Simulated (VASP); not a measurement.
All values below come from PBE GGA, VASP's PBE PAW potentials (set 64) (plane waves; VASP 6.6.1).

The input files of a VASP run:

**INCAR**
```
SYSTEM = CrC31Si31
PREC = Normal
ENCUT = 400
EDIFF = 1E-6
NELM = 100
ALGO = Fast
LREAL = Auto
LASPH = .TRUE.
ISMEAR = 0
SIGMA = 0.05
GGA = PE
LMAXMIX = 4
LWAVE = .TRUE.
LCHARG = .FALSE.
NELMIN = 4
ISYM = 0
NELECT = 259.0
ISPIN = 2
NUPDOWN = 3
MAGMOM = 63*0.0476
LORBIT = 11
LHYPERFINE = .TRUE.
```

**POSCAR**
```
CrC31Si31
1
    8.7583314357     0.0000000000     0.0000000000
    0.0000000000     8.7583314357     0.0000000000
    0.0000000000     0.0000000000     8.7583314357
Si C Cr
31 31 1
Direct
  0.4985323721   0.0002716136   0.9999172854
  0.7498327050   0.2502325532   0.9990154052
  0.7498361723   0.9993544744   0.2498201029
  0.9999153579   0.0001523348   0.9997272751
  0.2488984244   0.2489178808   0.9993459398
  0.4994534225   0.5005991091   0.9984255916
  0.7511546313   0.7511531467   0.9993134104
  0.2488802396   0.9997535949   0.2484979373
  0.4939478325   0.2434982141   0.2431495836
  0.7566303549   0.5061632671   0.2430767647
  0.4994673302   0.9988623557   0.5002157524
  0.7565992334   0.2434291580   0.5057500367
  0.7511678526   0.9996865943   0.7507721150
  0.9997521974   0.5015125131   0.9998809705
  0.2495671795   0.7504476607   0.9999409606
  0.0006679479   0.2502251900   0.2498483029
  0.2490003597   0.5007268511   0.2502489063
  0.4992853073   0.7510817025   0.2502323350
  0.9997722293   0.0002400572   0.5011108100
  0.2489463433   0.2506012286   0.5003874486
  0.7494157676   0.7510270502   0.5003290610
  0.2496192911   0.0002835460   0.7501045610
  0.4992987756   0.2506234850   0.7507039068
  0.7494123931   0.5007282403   0.7506725812
  0.0003546966   0.7511679801   0.2484495788
  0.0012231040   0.5005792824   0.5001988002
  0.2502441011   0.7498662599   0.5018653232
  0.0003629447   0.2488996685   0.7507794299
  0.2501961722   0.5022375043   0.7494459401
  0.4978280291   0.7497911333   0.7494377069
  0.9997329752   0.7504730070   0.7500698989
  0.6258446071   0.1257273604   0.1253537731
  0.8743251637   0.3742624237   0.1253370858
  0.8743541996   0.1256991929   0.3738227040
  0.1243747130   0.1251719936   0.1247723296
  0.3754437929   0.3765422935   0.1253506281
  0.6234655476   0.6246020955   0.1253195440
  0.8748838315   0.8756832787   0.1247204005
  0.3754924946   0.1257191958   0.3761872453
  0.8743492131   0.6246280583   0.3761630168
  0.6234868652   0.1257361523   0.6242139769
  0.8743610186   0.3765631253   0.6242017132
  0.8748770267   0.1251943189   0.8752735084
  0.1240150765   0.6255012987   0.1245514341
  0.3745075328   0.8760367388   0.1245566352
  0.1246819419   0.3751274675   0.3747301011
  0.3705616729   0.6294653547   0.3717396194
  0.6249278386   0.8753982302   0.3747024352
  0.1239781807   0.1249078590   0.6251528025
  0.3705258946   0.3720264686   0.6291374818
  0.6279494081   0.6294216985   0.6290444406
  0.8750868370   0.8760353919   0.6250992255
  0.3745188762   0.1249531748   0.8757170486
  0.6249245514   0.3751387131   0.8749801306
  0.8750825444   0.6255435725   0.8756521507
  0.1239254999   0.8761137042   0.3759390878
  0.1240612345   0.6257561972   0.6253252643
  0.3743415956   0.8759688704   0.6253485383
  0.1239334721   0.3763813263   0.8757560946
  0.3743372492   0.6257055775   0.8756044116
  0.6236750743   0.8760961897   0.8757566792
  0.1244917193   0.8755502478   0.8751612460
  0.5036045832   0.4962577729   0.4959225251
```

**KPOINTS**
```
Automatic mesh
0
Gamma
1 1 1
0 0 0
```

POTCAR, in this order: Si C Cr_pv (PBE.64 set). Program: vasp_gam. Read from the step before: WAVECAR.

The run wrote:

### OSZICAR
```
       N       E                     dE             d eps       ncg     rms          rms(c)
DAV:   1    -0.478183380317E+03   -0.47818E+03   -0.14589E-04   864   0.429E-02    0.432E-02
RMM:   2    -0.478183430650E+03   -0.50332E-04   -0.30392E-04   744   0.345E-02    0.982E-02
RMM:   3    -0.478183354600E+03    0.76050E-04   -0.87782E-05   661   0.232E-02    0.871E-03
RMM:   4    -0.478183354060E+03    0.54003E-06   -0.81295E-06   582   0.510E-03
   1 F= -.47818335E+03 E0= -.47818335E+03  d E =-.443496E-14  mag=     3.0000
```

### OUTCAR
```
------------------------ aborting loop because EDIFF is reached ----------------------------------------
  FORCE on cell =-STRESS in cart. coord.  units (eV):
  Direction    XX          YY          ZZ          XY          YZ          ZX
  --------------------------------------------------------------------------------------
  Total      -14.5595566    -14.5745789    -14.5945535     -1.8605164      1.8455324     -1.8785921
  in kB      -34.7211901    -34.7570149    -34.8046498     -4.4369031      4.4011698     -4.4800096
  external PRESSURE =     -34.7609516 kB  Pullay stress =       0.0000000 kB
  volume of cell :      671.84
      direct lattice vectors                 reciprocal lattice vectors
     8.758331436  0.000000000  0.000000000     0.114176999  0.000000000  0.000000000
     0.000000000  8.758331436  0.000000000     0.000000000  0.114176999  0.000000000
     0.000000000  0.000000000  8.758331436     0.000000000  0.000000000  0.114176999
 POSITION                                       TOTAL-FORCE (eV/Angst)
 -----------------------------------------------------------------------------------
      4.36631      0.00238      8.75761         0.007160      0.004999      0.002798
      6.56728      2.19162      8.74971        -0.003399      0.002496     -0.002634
      6.56731      8.75268      2.18801         0.001353      0.001057      0.003950
      8.75759      0.00133      8.75594        -0.004580      0.004189      0.009205
      2.17993      2.18011      8.75260        -0.004115     -0.002516      0.004909
      4.37438      4.38441      8.74454        -0.004711     -0.000292      0.006625
      6.57886      6.57885      8.75232        -0.002307      0.002239      0.003688
      2.17978      8.75617      2.17643         0.000670     -0.000473      0.003209
      4.32616      2.13264      2.12958         0.001978     -0.000064     -0.001764
      6.62682      4.43315      2.12895        -0.009039      0.003276      0.002015
      4.37450      8.74837      4.38106         0.001445     -0.002771      0.000517
      6.62655      2.13203      4.42953         0.002452      0.004292     -0.003158
      6.57898      8.75559      6.57551        -0.003648      0.005847      0.002973
      8.75616      4.39241      8.75729        -0.002114     -0.000562     -0.001120
      2.18579      6.57267      8.75781         0.004704     -0.000600     -0.000197
      0.00585      2.19156      2.18825         0.003513      0.000089      0.000921
      2.18083      4.38553      2.19176        -0.006597      0.005659      0.001099
      4.37291      6.57822      2.19162        -0.004242      0.002236      0.003804
      8.75634      0.00210      4.38889        -0.000768      0.003389     -0.009426
      2.18035      2.19485      4.38256        -0.001654     -0.003092      0.003638
      6.56363      6.57774      4.38205        -0.003057      0.009321      0.007134
      2.18625      0.00248      6.56966        -0.002139      0.004191     -0.000407
      4.37302      2.19504      6.57491        -0.003401     -0.002911      0.006188
      6.56360      4.38554      6.57464         0.003243      0.005544      0.002428
      0.00311      6.57898      2.17600        -0.007307      0.003489      0.006668
      0.01071      4.38424      4.38091        -0.002906      0.006428      0.001197
      2.19172      6.56758      4.39550        -0.005123     -0.006112     -0.010181
      0.00318      2.17995      6.57558        -0.005906     -0.000612      0.002981
      2.19130      4.39876      6.56390         0.004814     -0.004972     -0.000605
      4.36014      6.56692      6.56382         0.007662     -0.000683     -0.000115
      8.75599      6.57289      6.56936        -0.001576     -0.003045     -0.000340
      5.48135      1.10116      1.09789         0.003786      0.003839      0.001930
      7.65763      3.27791      1.09774        -0.001260     -0.014715      0.002307
      7.65788      1.10092      3.27406        -0.005886      0.002194     -0.006135
      1.08931      1.09630      1.09280        -0.003890      0.004087     -0.001124
      3.28826      3.29788      1.09786         0.006198      0.003682     -0.004425
      5.46052      5.47047      1.09759         0.004815     -0.001572      0.000991
      7.66252      7.66952      1.09234         0.001853     -0.000934      0.003402
      3.28869      1.10109      3.29477        -0.007813     -0.001457      0.001189
      7.65784      5.47070      3.29456         0.007233     -0.005406     -0.001488
      5.46070      1.10124      5.46707         0.000633     -0.005247      0.001224
      7.65794      3.29806      5.46697        -0.001619     -0.002513     -0.001185
      7.66246      1.09649      7.66594        -0.001567      0.001072      0.001069
      1.08617      5.47835      1.09086        -0.002530      0.000745      0.001029
      3.28006      7.67262      1.09091        -0.002378      0.003406      0.002689
      1.09201      3.28549      3.28201         0.000596     -0.002491     -0.000878
      3.24550      5.51307      3.25582         0.005101     -0.001183     -0.004056
      5.47333      7.66703      3.28177        -0.000328     -0.006036      0.001320
      1.08584      1.09398      5.47530         0.002820     -0.000268      0.000078
      3.24519      3.25833      5.51019         0.002268      0.006472     -0.007176
      5.49979      5.51268      5.50938        -0.003026     -0.003500     -0.005129
      7.66430      7.67261      5.47483        -0.001131     -0.000136      0.004985
      3.28016      1.09438      7.66982        -0.001601     -0.000561     -0.005126
      5.47330      3.28559      7.66337         0.000357     -0.004201     -0.003680
      7.66426      5.47872      7.66925         0.000099      0.000235     -0.001149
      1.08538      7.67329      3.29260        -0.000950      0.007687     -0.012597
      1.08657      5.48058      5.47681         0.002039     -0.009426     -0.004924
      3.27861      7.67203      5.47701         0.009543      0.004274     -0.005124
      1.08545      3.29647      7.67016        -0.007457     -0.017748      0.003071
      3.27857      5.48014      7.66883        -0.000174     -0.002369     -0.002568
      5.46235      7.67314      7.67017         0.016499      0.009638     -0.000083
      1.09034      7.66836      7.66495        -0.000969      0.001255      0.000866
      4.41074      4.34639      4.34345         0.018331     -0.008857     -0.005304
 -----------------------------------------------------------------------------------
    total drift:                               -0.073702      0.071748      0.028175
  FREE ENERGIE OF THE ION-ELECTRON SYSTEM (eV)
  ---------------------------------------------------
  free  energy   TOTEN  =      -478.1833540598 eV

  energy  without entropy=     -478.1833540598  energy(sigma->0) =     -478.18335406

 total charge

# of ion       s       p       d       tot
------------------------------------------
    1        0.700   0.957   0.000   1.657
    2        0.698   0.961   0.000   1.658
    3        0.698   0.961   0.000   1.658
    4        0.696   0.961   0.000   1.658
    5        0.699   0.951   0.000   1.650
    6        0.697   0.963   0.000   1.660
    7        0.699   0.951   0.000   1.650
    8        0.699   0.950   0.000   1.650
    9        0.726   0.909   0.000   1.635
   10        0.726   0.909   0.000   1.635
   11        0.697   0.963   0.000   1.660
   12        0.726   0.909   0.000   1.635
   13        0.699   0.950   0.000   1.650
   14        0.700   0.957   0.000   1.657
   15        0.697   0.959   0.000   1.656
   16        0.698   0.961   0.000   1.658
   17        0.698   0.960   0.000   1.658
   18        0.698   0.960   0.000   1.658
   19        0.700   0.957   0.000   1.657
   20        0.698   0.960   0.000   1.658
   21        0.698   0.960   0.000   1.658
...
```
(Selected blocks of OUTCAR.)

At this cut-off the stress carries a Pulay error, which pulls relaxed volumes low. The cell is charged, with a uniform compensating background.  The supercell is sampled at Γ alone, which is coarse: total energies, pressure and levels can be off, energies of defects by several tenths of an eV.

The cell is a supercell with a defect, built from SiC (zinc blende): Cr_Si-vac_C, charge +1.
